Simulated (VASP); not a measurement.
## Al2Au (Fm-3m) under a change of volume

How do stress and energy of Al2Au follow a change of volume?

Main program and level: VASP 6.6.1; PBEsol; plane waves and PAW (Au, Al); cell typed or built by script, in the first sound run; inputs show where later runs differ.

This is a report of a sequence of runs, with most program output left out.

## 1. Starting point

The structure is cubic, space group Fm-3m (No. 225). The conventional cell has a = 6.000 Å, b = 6.000 Å, c = 6.000 Å, α = 90.00°, β = 90.00°, γ = 90.00°. Au has 8 Al at 2.60 Å nearest. Nearest to Al lie 4 Au at 2.60 Å. Farther neighbours are not listed.

As a file:

```cif
data_structure
_symmetry_space_group_name_H-M 'Fm-3m'
_symmetry_Int_Tables_number 225
_cell_length_a 6.0000
_cell_length_b 6.0000
_cell_length_c 6.0000
_cell_angle_alpha 90.000
_cell_angle_beta 90.000
_cell_angle_gamma 90.000
_cell_volume 216.00
loop_
_atom_site_label
_atom_site_type_symbol
_atom_site_symmetry_multiplicity
_atom_site_Wyckoff_symbol
_atom_site_fract_x
_atom_site_fract_y
_atom_site_fract_z
_atom_site_occupancy
Au1 Au 4 a 0.00000 0.00000 0.00000 1
Al1 Al 8 c 0.25000 0.75000 0.75000 1
```

## 2. Relax the crystal, PBEsol

The series starts from the cell that this level prefers, so that zero strain is near zero stress.

Level: PBEsol; plane waves and PAW (Au, Al); cell typed or built by script.

Input file INCAR:

```
SYSTEM = Al2Au
PREC = Accurate
ENCUT = 450
EDIFF = 1E-07
NELM = 120
ISMEAR = 1
SIGMA = 0.15
LREAL = .FALSE.
ALGO = Normal
GGA = PS
NBANDS = 14
LASPH = .TRUE.
LORBIT = 11
LWAVE = .FALSE.
LCHARG = .FALSE.
KPAR = 8
IBRION = 2
NSW = 40
ISIF = 3
EDIFFG = -0.005
POTIM = 0.4
```

Input file POSCAR:

```
Al2Au
1.0
    0.0000000000      3.0000000000      3.0000000000
    3.0000000000      0.0000000000      3.0000000000
    3.0000000000      3.0000000000      0.0000000000
Au Al
1 2
Direct
    0.0000000000      0.0000000000      0.0000000000
    0.2500000000      0.2500000000      0.2500000000
    0.7500000000      0.7500000000      0.7500000000
```

Input file KPOINTS:

```
Automatic mesh
0
Gamma
14 14 14
0 0 0
```

The projector-augmented-wave data sets are Au and Al (PBE family, release 64).

Command:

```console
$ mpirun -np 8 vasp_std
```

Elapsed: 12 s, on 8 MPI ranks of Intel Xeon 6975P-C (Granite Rapids), shared host; peak memory 1.8 GiB.

Read from the output:

| Quantity | Value |
| --- | --- |
| energy(sigma→0) of the program | -13.4753 eV |
| stress, compression positive | xx, yy, zz -0.01, -0.01, -0.01 GPa |
| volume | 54.019 Å³ |
| ionic steps | 3 |

## 3. Relax at fixed volume, PBEsol

One member in full: the volume is scaled by 0.94, and shape and atoms relax at that volume.

Level: PBEsol; plane waves and PAW (Au, Al); cell typed or built by script.

Edit INCAR of step 2 so:

```diff
@@ -15,7 +15,7 @@
 LCHARG = .FALSE.
-KPAR = 8
+KPAR = 2
 IBRION = 2
 NSW = 40
-ISIF = 3
-EDIFFG = -0.005
+ISIF = 4
+EDIFFG = -0.004
 POTIM = 0.4
```

Input file POSCAR:

```
Al2Au
1.0
    0.0000000000      2.9391014851      2.9391014851
    2.9391014851      0.0000000000      2.9391014851
    2.9391014851      2.9391014851      0.0000000000
Au Al
1 2
Direct
    0.0000000000      0.0000000000      0.0000000000
    0.2500000000      0.2500000000      0.2500000000
    0.7500000000      0.7500000000      0.7500000000
```

KPOINTS is that of step 2.

Command:

```console
$ mpirun -np 2 vasp_std
```

Elapsed: 13 s, on 2 MPI ranks; peak memory 0.39 GiB; 25 s of CPU time.

Read from the output:

* energy(sigma→0) of the program: -13.3960 eV
* stress, compression positive: xx, yy, zz 8.28, 8.28, 8.28 GPa
* ionic steps: 1

## 4. The table

The other members went through these steps as far as the tables show, with the same cutoff and, step by step, the same mesh; 8 runs are not shown. The session took 0.095 core hours (wall time by ranks) on a shared machine.

```tsv
volume over the relaxed volume	volume (Å³/atom)	pressure (GPa)	energy above the unstrained row, extrapolated to no smearing (meV/atom)
0.940	16.926	8.276	26.422
0.955	17.196	5.941	14.463
0.970	17.466	3.797	6.275
0.985	17.736	1.828	1.547
1	18.006	0.021	0.000
1.015	18.276	?	?
1.030	18.547	-3.171	5.414
1.045	18.817	-4.564	11.913
1.060	19.087	-5.839	20.661
```

## 5. Stress from the known rows

Fitting a cubic to the 8 known rows (u: logarithm of the volume ratio) gives pressure = − 242.8 u³ + 273.4 u² − 115.6 u + 0.01646 in GPa; the residuals are 0.0023 GPa r.m.s.

For the withheld row, u = 0.01489, the fit gives -1.645 GPa.

## 6. Prediction against calculation

The calculation gives -1.637 GPa, so the prediction is 0.008 GPa too low, more than twice the residual of the fit.

A cubic of the pressure in ln(V/V₀) through all rows has the slope −B at V₀: B = 116 GPa, and its curvature gives B′ = 4.7.

## 7. Results

| Quantity | Value |
| --- | --- |
| error of the predicted pressure | -0.008 GPa |
| bulk modulus | 116 GPa |

In words: These are static values: temperature and zero-point motion are left out. In a metal the slopes also depend on mesh and smearing, which were held through the series.

[Lines on the potential files, build, host, timing and source positions are cut from VASP's logs without a mark.]

[Logs are printed without paths, hosts, clocks, repeated set-up lines and the standing remarks that a program may print on its own settings, such as how far it seeks lower states.]

[Hosts, paths, dates, database ids (printed as entryN), source tags and the programs' standing remarks are cut or masked in the printed files.]

[In band tables of VASP the shares of atoms and orbitals are scaled to a sum of 1 inside the atoms' spheres.]
